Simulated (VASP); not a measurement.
# AsRu under strain, part 4 of 4

How does the pressure of AsRu answer to a change of volume? The bands are shown for each cell. All runs use PBEsol. Left out of this account: 1 further run (fields: a reference on another mesh). The start is a computed cell from the Materials Project.

VASP 6.6.1; PBEsol; plane waves and PAW (As, Ru_pv).

Still holding for the runs below: Spin-orbit coupling is off here; it would split degenerate levels.

So far, pressure (GPa): step 2 (bands, cell as listed) -4.13; step 3 (cell volume +4.0 %) -11.2; step 4 (cell volume +8.0 %) -16.8; step 5 (bands, sheared, principal strains -2.5, +0.8, +1.7 %) -3.90; step 6 (cell volume -4.0 %) 4.92.

## 7. Bands, volume times 0.92

The cell is scaled evenly once more. A prediction first. A parabola through the 4 pressures of evenly scaled cells so far, P = -4.10 -201.4 t +474 t² GPa with t = ln(V/V₁) and V₁ the volume at scale 1, gives 15.98 GPa at t = -0.0834.

Contents of INCAR:

```
SYSTEM = AsRu
PREC = Accurate
ENCUT = 400
EDIFF = 1E-06
NELM = 100
ISMEAR = -1
SIGMA = 0.05
LREAL = .FALSE.
ALGO = Normal
GGA = PS
NBANDS = 59
LASPH = .TRUE.
LORBIT = 11
LWAVE = .FALSE.
LCHARG = .FALSE.
KPAR = 8
```

Contents of POSCAR:

```
AsRu
1.0
    5.5743961643      0.0000000000      0.0000000000
    0.0000000000      3.2511487064      0.0000000000
    0.0000000000      0.0000000000      6.1941176264
As Ru
4 4
Direct
    0.6962201500      0.2500000000      0.0699048100
    0.3037798500      0.7500000000      0.9300951900
    0.1962201500      0.2500000000      0.4300951900
    0.8037798500      0.7500000000      0.5699048100
    0.4945708900      0.2500000000      0.7044635600
    0.5054291100      0.7500000000      0.2955364400
    0.9945708900      0.2500000000      0.7955364400
    0.0054291100      0.7500000000      0.2044635600
```

Contents of KPOINTS:

```
Automatic mesh
0
Gamma
5 9 5
0 0 0
```

Contents of KPOINTS_OPT:

```
Line mode
12
Line-mode
Reciprocal
  0.00000000   0.00000000   0.00000000 GAMMA
  0.00000000  -0.50000000   0.00000000 X

  0.00000000  -0.50000000   0.00000000 X
 -0.50000000  -0.50000000   0.00000000 S

 -0.50000000  -0.50000000   0.00000000 S
 -0.50000000   0.00000000   0.00000000 Y

 -0.50000000   0.00000000   0.00000000 Y
  0.00000000   0.00000000   0.00000000 GAMMA

  0.00000000   0.00000000   0.00000000 GAMMA
  0.00000000   0.00000000  -0.50000000 Z

  0.00000000   0.00000000  -0.50000000 Z
  0.00000000  -0.50000000  -0.50000000 U

  0.00000000  -0.50000000  -0.50000000 U
 -0.50000000  -0.50000000  -0.50000000 R

 -0.50000000  -0.50000000  -0.50000000 R
 -0.50000000   0.00000000  -0.50000000 T

 -0.50000000   0.00000000  -0.50000000 T
  0.00000000   0.00000000  -0.50000000 Z

 -0.50000000   0.00000000   0.00000000 Y
 -0.50000000   0.00000000  -0.50000000 T

  0.00000000  -0.50000000  -0.50000000 U
  0.00000000  -0.50000000   0.00000000 X

 -0.50000000  -0.50000000   0.00000000 S
 -0.50000000  -0.50000000  -0.50000000 R
```

PAW data sets: As and Ru_pv (PBE family, release 64).

Run with:

```sh
> mpirun -np 8 vasp_std
```

What it wrote:

```text
[... set-up lines as in an earlier step ...]
 entering main loop
       N       E                     dE             d eps       ncg     rms          rms(c)
DAV:   1     0.696211423321E+03    0.69621E+03   -0.35876E+04  5622   0.107E+03
DAV:   2    -0.340210707580E+02   -0.73023E+03   -0.69628E+03  5789   0.361E+02
DAV:   3    -0.642839311768E+02   -0.30263E+02   -0.29656E+02  6105   0.747E+01
DAV:   4    -0.646582887072E+02   -0.37436E+00   -0.37369E+00  6076   0.752E+00
DAV:   5    -0.646682854373E+02   -0.99967E-02   -0.99951E-02  7131   0.116E+00    0.330E+01
DAV:   6    -0.632865557876E+02    0.13817E+01   -0.51039E+00  5810   0.140E+01    0.112E+01
DAV:   7    -0.630477501703E+02    0.23881E+00   -0.86160E-01  5634   0.605E+00    0.854E+00
DAV:   8    -0.629372665965E+02    0.11048E+00   -0.27015E-01  6086   0.303E+00    0.630E-01
DAV:   9    -0.629367677852E+02    0.49881E-03   -0.74564E-03  6395   0.353E-01    0.415E-01
DAV:  10    -0.629364985215E+02    0.26926E-03   -0.15521E-03  6062   0.227E-01    0.109E-01
DAV:  11    -0.629364220485E+02    0.76473E-04   -0.22632E-04  6083   0.780E-02    0.351E-02
DAV:  12    -0.629364234672E+02   -0.14187E-05   -0.24002E-05  6422   0.191E-02    0.772E-03
DAV:  13    -0.629364221060E+02    0.13611E-05   -0.30447E-06  5518   0.966E-03    0.365E-03
DAV:  14    -0.629364218178E+02    0.28824E-06   -0.18365E-07  3659   0.204E-03
   1 F= -.62936422E+02 E0= -.62915347E+02  d E =-.421498E-01
 Start KPOINTS_OPT (optional k-point list driver)
k-point batch [1-45\144]
       N       E                     dE             ncg
DAV:   1     0.140006564991E+05   -0.54196E+05     5678
DAV:   2    -0.184206380733E+05   -0.32421E+05     5821
DAV:   3    -0.197134953339E+05   -0.12929E+04     6120
DAV:   4    -0.197298897611E+05   -0.16394E+02     6276
DAV:   5    -0.197303277706E+05   -0.43801E+00     7393
DAV:   6    -0.197303440145E+05   -0.16244E-01     6808
DAV:   7    -0.197303441528E+05   -0.13827E-03     6541
DAV:   8    -0.197303441575E+05   -0.47700E-05     4195
DAV:   9    -0.197303441578E+05   -0.22371E-06     3868
[...]
k-point batch [136-144\144]
       N       E                     dE             ncg
DAV:   1     0.591040705834E+05   -0.19436E+05     1142
DAV:   2     0.526021930440E+05   -0.65019E+04     1164
DAV:   3     0.523406946817E+05   -0.26150E+03     1204
DAV:   4     0.523375099389E+05   -0.31847E+01     1248
DAV:   5     0.523374444233E+05   -0.65516E-01     1456
DAV:   6     0.523374421424E+05   -0.22809E-02     1316
DAV:   7     0.523374421199E+05   -0.22472E-04     1275
DAV:   8     0.523374421190E+05   -0.98369E-06      796
```

Run time: 2.2 min. Hardware: 8 MPI ranks of AMD EPYC 7R13 (Zen 3), shared host; peak memory 2.9 GiB; 17 min of CPU time.

From OUTCAR (step 7):

```text
   ENCUT  =  400.0 eV  29.40 Ry    5.42 a.u.   9.09  5.30 10.10*2*pi/ulx,y,z

   NELECT =      76.0000    total number of electrons

 E-fermi :  11.0318

 k-point     1 :       0.0000    0.0000    0.0000
  band No.  band energies     occupation
    ...
     35      10.0035      2.00000
     36      10.0442      2.00000
     37      10.2571      2.00000
     38      10.5563      1.99985
     39      10.6800      1.99824
     40      11.8731      0.00000
     41      12.6182      0.00000
     42      13.4244      0.00000
     43      13.6740      0.00000
     44      13.9078      0.00000
    ...

  Total       11.9227399      9.7801429     12.8174446     -0.0000000      0.0000000      0.0000000
  in kB      170.1659015    139.5859380    182.9354692     -0.0000000      0.0000000      0.0000000
  external PRESSURE =     164.2291029 kB  Pullay stress =       0.0000000 kB

 POSITION                                       TOTAL-FORCE (eV/Angst)
 -----------------------------------------------------------------------------------
      3.88101      0.81279      0.43300        -0.162527     -0.000000     -0.165400
      1.69339      2.43836      5.76112         0.162527     -0.000000      0.165400
      1.09381      0.81279      2.66406        -0.162527     -0.000000      0.165400
      4.48059      2.43836      3.53006         0.162527     -0.000000     -0.165400
      2.75693      0.81279      4.36353         0.376051     -0.000000     -0.341448
      2.81746      2.43836      1.83059        -0.376051      0.000000      0.341448
      5.54413      0.81279      4.92765         0.376051      0.000000      0.341448
      0.03026      2.43836      1.26647        -0.376051      0.000000     -0.341448
 -----------------------------------------------------------------------------------
    total drift:                                0.000000     -0.000000     -0.000000

  FREE ENERGIE OF THE ION-ELECTRON SYSTEM (eV)
  ---------------------------------------------------
  free  energy   TOTEN  =       -62.9364218178 eV

  energy  without entropy=      -62.8942720299  energy(sigma->0) =      -62.91534692

[... 4 parts as in an earlier step ...]

[... 12 further parts left out ...]
```

This step gave:

| Property | Result |
| --- | --- |
| free energy (TOTEN) | -62.9364 eV |
| energy at zero smearing | -62.9153 eV |
| Fermi energy | 11.03 eV |
| pressure | 16.42 GPa |

The electronic bands at the labelled points (eV, zero at the Fermi level; # counts the bands kept, so #1 is VASP's band 17):

```tsv
point	#19	#20	#21	#22	#23	#24	#25	#26
Γ	-1.03	-0.99	-0.77	-0.48	-0.35	0.84	1.59	2.39
0.45 of the way	-1.07	-1.05	-0.47	-0.30	-0.14	1.18	1.87	2.06
X	-0.97	-0.97	-0.14	-0.14	0.19	0.19	1.63	1.63
0.55 of the way	-0.52	-0.52	-0.10	-0.10	0.07	0.07	1.60	1.60
S	-0.49	-0.49	0.00	0.00	0.00	0.00	1.74	1.74
0.45 of the way	-0.96	-0.96	-0.07	-0.07	0.63	0.63	1.63	1.63
Y	-0.88	-0.88	-0.76	-0.76	0.58	0.58	2.50	2.50
0.55 of the way	-1.20	-0.93	-0.60	-0.33	0.51	0.74	1.22	2.71
Γ	-1.03	-0.99	-0.77	-0.48	-0.35	0.84	1.59	2.39
0.55 of the way	-1.58	-0.89	-0.84	-0.58	0.77	0.98	1.86	2.17
Z	-1.33	-1.33	-0.71	-0.71	1.61	1.61	2.04	2.04
0.55 of the way	-1.07	-1.07	-0.59	-0.59	0.85	0.85	1.74	1.74
U	-1.03	-1.03	-0.03	-0.03	-0.01	-0.01	1.39	1.39
0.45 of the way	-0.93	-0.93	-0.03	-0.03	0.02	0.02	1.62	1.62
R	-1.00	-1.00	-0.02	-0.02	-0.02	-0.02	2.66	2.66
0.45 of the way	-1.06	-1.06	-0.21	-0.21	0.73	0.73	1.45	1.45
T	-1.26	-1.26	-0.43	-0.43	1.46	1.46	1.71	1.71
0.55 of the way	-0.89	-0.89	-0.78	-0.78	1.36	1.36	2.17	2.17
Z	-1.33	-1.33	-0.71	-0.71	1.61	1.61	2.04	2.04
jump to Y	-0.88	-0.88	-0.76	-0.76	0.58	0.58	2.50	2.50
0.55 of the way	-1.06	-1.06	-0.66	-0.66	0.97	0.97	2.23	2.23
T	-1.26	-1.26	-0.43	-0.43	1.46	1.46	1.71	1.71
jump to U	-1.03	-1.03	-0.03	-0.03	-0.01	-0.01	1.39	1.39
0.45 of the way	-1.06	-1.06	-0.09	-0.09	0.08	0.08	1.39	1.39
X	-0.97	-0.97	-0.14	-0.14	0.19	0.19	1.63	1.63
jump to S	-0.49	-0.49	0.00	0.00	0.00	0.00	1.74	1.74
```

Of the projections kept (As, Ru), the largest for each band there; the rest of the weight can lie on other orbitals:

```tsv
point	#19	#20	#21	#22	#23	#24	#25	#26
Γ	Ru 0.90	Ru 0.98	As 0.54	Ru 0.95	Ru 0.92	Ru 0.90	As 0.51	Ru 0.74
X	Ru 0.87	Ru 0.87	Ru 0.96	Ru 0.96	Ru 0.98	Ru 0.98	Ru 0.92	Ru 0.92
S	Ru 0.90	Ru 0.90	Ru 0.96	Ru 0.96	Ru 0.96	Ru 0.96	Ru 0.77	Ru 0.77
Y	Ru 0.94	Ru 0.94	Ru 0.98	Ru 0.98	Ru 0.63	Ru 0.63	Ru 0.54	Ru 0.54
Γ	Ru 0.90	Ru 0.98	As 0.54	Ru 0.95	Ru 0.92	Ru 0.90	As 0.51	Ru 0.74
Z	Ru 0.87	Ru 0.87	Ru 0.98	Ru 0.98	Ru 0.85	Ru 0.85	Ru 0.57	Ru 0.57
```

Force by atom:

```tsv
atom	x (eV/Å)	y (eV/Å)	z (eV/Å)	size
As1	-0.163	0.000	-0.165	0.232
As2	0.163	0.000	0.165	0.232
As3	-0.163	0.000	0.165	0.232
As4	0.163	0.000	-0.165	0.232
Ru5	0.376	0.000	-0.341	0.508
Ru6	-0.376	0.000	0.341	0.508
Ru7	0.376	0.000	0.341	0.508
Ru8	-0.376	0.000	-0.341	0.508
```

 The pressure is 16.42 GPa. The parabola predicted 15.98 GPa, -0.44 GPa off.

## 8. Bands, atoms displaced by up to 0.05 Å

The atoms are moved off their sites at random, as a crude picture of disorder.

INCAR is that of step 7.

Contents of POSCAR:

```
AsRu
1.0
    5.7315034000      0.0000000000      0.0000000000
    0.0000000000      3.3427781800      0.0000000000
    0.0000000000      0.0000000000      6.3686909200
As Ru
4 4
Direct
    0.6953900000      0.2525010000      0.0749330000
    0.3035090000      0.7637470000      0.9341090000
    0.1990430000      0.2396870000      0.4316080000
    0.8071700000      0.7533070000      0.5696590000
    0.4910680000      0.2554600000      0.6996500000
    0.4977200000      0.7566400000      0.2932370000
    0.9915970000      0.2420050000      0.7915010000
    0.0126820000      0.7432100000      0.2010700000
```

KPOINTS is that of step 7.

KPOINTS_OPT is that of step 7.

Run with:

```sh
> mpirun -np 8 vasp_std
```

What it wrote:

```text
[... set-up lines as in an earlier step ...]
 entering main loop
       N       E                     dE             d eps       ncg     rms          rms(c)
DAV:   1     0.666871140796E+03    0.66687E+03   -0.35983E+04 14406   0.106E+03
DAV:   2    -0.351777710028E+02   -0.70205E+03   -0.66854E+03 14580   0.349E+02
DAV:   3    -0.646018159741E+02   -0.29424E+02   -0.28786E+02 15207   0.718E+01
DAV:   4    -0.649837551436E+02   -0.38194E+00   -0.38123E+00 15190   0.740E+00
DAV:   5    -0.649939094877E+02   -0.10154E-01   -0.10153E-01 18267   0.113E+00    0.270E+01
DAV:   6    -0.636498017296E+02    0.13441E+01   -0.65054E+00 14537   0.151E+01    0.887E+00
DAV:   7    -0.639147738342E+02   -0.26497E+00   -0.58762E+00 14347   0.115E+01    0.102E+01
DAV:   8    -0.634273764201E+02    0.48740E+00   -0.48267E+00 14405   0.908E+00    0.670E+00
DAV:   9    -0.632238576849E+02    0.20352E+00   -0.16821E+00 14555   0.472E+00    0.215E+00
DAV:  10    -0.631871812148E+02    0.36676E-01   -0.28428E-01 14759   0.200E+00    0.103E+00
DAV:  11    -0.631807526693E+02    0.64285E-02   -0.27195E-02 15299   0.586E-01    0.518E-01
DAV:  12    -0.631815571816E+02   -0.80451E-03   -0.17190E-02 14953   0.595E-01    0.581E-01
DAV:  13    -0.631794822617E+02    0.20749E-02   -0.12351E-02 14760   0.519E-01    0.159E-01
DAV:  14    -0.631793943469E+02    0.87915E-04   -0.95974E-04 16817   0.118E-01    0.471E-02
DAV:  15    -0.631793845684E+02    0.97784E-05   -0.94660E-05 15086   0.429E-02    0.146E-02
DAV:  16    -0.631793835950E+02    0.97348E-06   -0.83535E-06 15049   0.132E-02
   1 F= -.63179384E+02 E0= -.63155229E+02  d E =-.483099E-01
 Start KPOINTS_OPT (optional k-point list driver)
k-point batch [1-113\144]
       N       E                     dE             ncg
DAV:   1     0.246712383693E+05   -0.12882E+06    14534
DAV:   2    -0.548990787996E+05   -0.79570E+05    14615
DAV:   3    -0.581610826644E+05   -0.32620E+04    15230
DAV:   4    -0.582059971678E+05   -0.44915E+02    15406
DAV:   5    -0.582073715128E+05   -0.13743E+01    18813
DAV:   6    -0.582074181364E+05   -0.46624E-01    16693
DAV:   7    -0.582074186569E+05   -0.52050E-03    17801
DAV:   8    -0.582074186692E+05   -0.12292E-04    10261
DAV:   9    -0.582074186703E+05   -0.11326E-05     9505
DAV:  10    -0.582074186706E+05   -0.31231E-06     8988
k-point batch [114-144\144]
       N       E                     dE             ncg
DAV:   1     0.106645046503E+06   -0.57935E+05     4042
DAV:   2     0.852043205209E+05   -0.21441E+05     4016
DAV:   3     0.843086857812E+05   -0.89563E+03     4209
DAV:   4     0.842965208894E+05   -0.12165E+02     4213
DAV:   5     0.842961760817E+05   -0.34481E+00     5004
DAV:   6     0.842961620714E+05   -0.14010E-01     4654
DAV:   7     0.842961619914E+05   -0.80041E-04     4601
DAV:   8     0.842961619906E+05   -0.83529E-06     2769
```

Wall time 3.8 min (8 MPI ranks); peak memory 5.7 GiB.

Parts of OUTCAR (step 8):

```text
   NELECT =      76.0000    total number of electrons

 E-fermi :   9.7223

 k-point     1 :       0.0000    0.0000    0.0000
  band No.  band energies     occupation
    ...
     35       8.7841      2.00000
     36       8.8875      2.00000
     37       9.0970      1.99999
     38       9.3240      1.99931
     39       9.4289      1.99436
     40      10.4669      0.00000
     41      10.9777      0.00000
     42      11.8712      0.00000
     43      12.1625      0.00000
     44      12.3779      0.00000
    ...

  Total       -2.9880001     -3.0018691     -2.1291032      0.3651698      0.1798931      0.0949794
  in kB      -39.2342087    -39.4163177    -27.9563845      4.7948955      2.3621034      1.2471356
  external PRESSURE =     -35.5356369 kB  Pullay stress =       0.0000000 kB

 POSITION                                       TOTAL-FORCE (eV/Angst)
 -----------------------------------------------------------------------------------
      3.98563      0.84405      0.47723         0.328439      0.005645     -0.440596
      1.73956      2.55304      5.94905         0.321034     -0.328062     -0.603080
      1.14082      0.80122      2.74878        -0.409231      0.301237     -0.236095
      4.62630      2.51814      3.62798        -0.500731     -0.233887     -0.246200
      2.81456      0.85395      4.45585         0.351897      0.098303      0.407813
      2.85268      2.52928      1.86754         0.947431     -0.136394      0.340496
      5.68334      0.80897      5.04083         0.098097      0.289109      0.505434
      0.07269      2.48439      1.28055        -1.136936      0.004050      0.272229
 -----------------------------------------------------------------------------------
    total drift:                               -0.000230      0.000240      0.000687

  FREE ENERGIE OF THE ION-ELECTRON SYSTEM (eV)
  ---------------------------------------------------
  free  energy   TOTEN  =       -63.1793835950 eV

  energy  without entropy=      -63.1310736819  energy(sigma->0) =      -63.15522864

[... 5 parts as in an earlier step ...]

[... 12 further parts left out ...]
```

Numbers from this step:

* SCF cycles: 16
* irreducible k-points: 113
* symmetry operations: 1
* free energy (TOTEN): -63.1794 eV
* energy at zero smearing: -63.1552 eV
* Fermi energy: 9.722 eV
* pressure: -3.554 GPa

The electronic bands at the labelled points (eV, zero at the Fermi level; # counts the bands kept, so #1 is VASP's band 17):

```tsv
point	#19	#20	#21	#22	#23	#24	#25	#26
Γ	-0.94	-0.83	-0.63	-0.40	-0.29	0.74	1.26	2.15
0.45 of the way	-0.95	-0.86	-0.44	-0.27	-0.12	1.03	1.68	1.85
X	-0.84	-0.78	-0.14	-0.09	0.17	0.19	1.40	1.42
0.55 of the way	-0.47	-0.41	-0.10	-0.06	0.06	0.07	1.37	1.38
S	-0.41	-0.35	-0.04	0.00	0.04	0.04	1.39	1.47
0.45 of the way	-0.85	-0.81	-0.15	-0.03	0.47	0.56	1.31	1.42
Y	-0.81	-0.76	-0.68	-0.60	0.36	0.55	2.21	2.35
0.45 of the way	-1.09	-0.78	-0.53	-0.31	0.57	0.77	0.90	2.34
Γ	-0.94	-0.83	-0.63	-0.40	-0.29	0.74	1.26	2.15
0.45 of the way	-1.33	-0.81	-0.59	-0.46	0.48	0.75	1.47	2.00
Z	-1.17	-1.10	-0.61	-0.55	1.32	1.40	1.74	1.77
0.55 of the way	-0.95	-0.91	-0.52	-0.45	0.73	0.76	1.48	1.56
U	-0.90	-0.84	-0.05	-0.01	0.01	0.02	1.26	1.30
0.55 of the way	-0.77	-0.76	-0.05	-0.02	0.02	0.04	1.57	1.62
R	-0.83	-0.80	-0.05	-0.02	0.01	0.02	2.31	2.39
0.55 of the way	-1.06	-0.98	-0.19	-0.13	0.86	1.00	1.11	1.25
T	-1.11	-1.02	-0.43	-0.36	1.12	1.37	1.42	1.50
0.45 of the way	-0.85	-0.79	-0.60	-0.55	1.01	1.12	1.79	1.95
Z	-1.17	-1.10	-0.61	-0.55	1.32	1.40	1.74	1.77
jump to Y	-0.81	-0.76	-0.68	-0.60	0.36	0.55	2.21	2.35
0.45 of the way	-0.88	-0.81	-0.68	-0.58	0.61	0.79	2.03	2.10
T	-1.11	-1.02	-0.43	-0.36	1.12	1.37	1.42	1.50
jump to U	-0.90	-0.84	-0.05	-0.01	0.01	0.02	1.26	1.30
0.45 of the way	-0.91	-0.88	-0.10	-0.06	0.08	0.10	1.20	1.20
X	-0.84	-0.78	-0.14	-0.09	0.17	0.19	1.40	1.42
jump to S	-0.41	-0.35	-0.04	0.00	0.04	0.04	1.39	1.47
```

Of the projections kept (As, Ru), the largest for each band there; the rest of the weight can lie on other orbitals:

```tsv
point	#19	#20	#21	#22	#23	#24	#25	#26
Γ	Ru 0.93	Ru 0.92	Ru 0.54	Ru 0.97	Ru 0.93	Ru 0.91	Ru 0.58	Ru 0.75
X	Ru 0.88	Ru 0.89	Ru 0.96	Ru 0.96	Ru 0.98	Ru 0.98	Ru 0.92	Ru 0.92
S	Ru 0.91	Ru 0.92	Ru 0.96	Ru 0.96	Ru 0.96	Ru 0.96	Ru 0.78	Ru 0.78
Y	Ru 0.92	Ru 0.95	Ru 0.98	Ru 0.98	Ru 0.67	Ru 0.65	Ru 0.54	Ru 0.58
Γ	Ru 0.93	Ru 0.92	Ru 0.54	Ru 0.97	Ru 0.93	Ru 0.91	Ru 0.58	Ru 0.75
Z	Ru 0.89	Ru 0.89	Ru 0.98	Ru 0.99	Ru 0.84	Ru 0.82	Ru 0.63	Ru 0.58
```

Force by atom:

```tsv
atom	x (eV/Å)	y (eV/Å)	z (eV/Å)	size
As1	0.33	0.01	-0.44	0.55
As2	0.32	-0.33	-0.60	0.76
As3	-0.41	0.30	-0.24	0.56
As4	-0.50	-0.23	-0.25	0.61
Ru5	0.35	0.10	0.41	0.55
Ru6	0.95	-0.14	0.34	1.02
Ru7	0.10	0.29	0.51	0.59
Ru8	-1.14	0.00	0.27	1.17
```

 The pressure is -3.55 GPa, and the symmetry operations fall from 8 to 1.

## 9. The runs together

| cell | mesh | pressure (GPa) | gap (eV) |
| --- | --- | --- | --- |
| cell as listed | 5×9×5 | -4.13 | none |
| volume times 1.04 | 5×9×5 | -11.24 | none |
| volume times 1.08 | 5×9×5 | -16.80 | none |
| sheared, principal strains -2.5, +0.8, +1.7 % | 5×9×5 | -3.90 | none |
| volume times 0.96 | 5×9×5 | 4.92 | none |
| volume times 0.92 | 5×9×5 | 16.42 | none |
| atoms displaced by up to 0.05 Å | 5×9×5 | -3.55 | none |

## 10. What came out

```yaml
pressure_cell_as_listed: -4.13 GPa
pressure_volume_times_1p04: -11.2 GPa
pressure_volume_times_1p08: -16.8 GPa
pressure_sheared_principal_strains_minus_2p5_plus_0p8_plus_1p7: -3.90 GPa
pressure_volume_times_0p96: 4.92 GPa
pressure_volume_times_0p92: 16.4 GPa
pressure_atoms_displaced_by_up_to_0p05_a: -3.55 GPa
bulk_modulus_at_the_listed_volume_shape_and_positions_held: 203 GPa
```

The slope of pressure against ln V at the listed volume gives a bulk modulus of 203 GPa at fixed shape and positions, an upper bound since the atoms bear forces. The atoms were not relaxed in the changed cells. Spin-orbit coupling is left out; it would split some degenerate bands.

[Lines on the potential files, build, host, timing and source positions are cut from VASP's logs without a mark.]

[Logs are printed without paths, hosts, clocks, repeated set-up lines and the standing remarks that a program may print on its own settings, such as how far it seeks lower states.]

[Hosts, paths, dates, database ids (printed as entryN), source tags and the programs' standing remarks are cut or masked in the printed files.]

[A measured line is paired with the nearest computed mode of its activity, which favours agreement.]
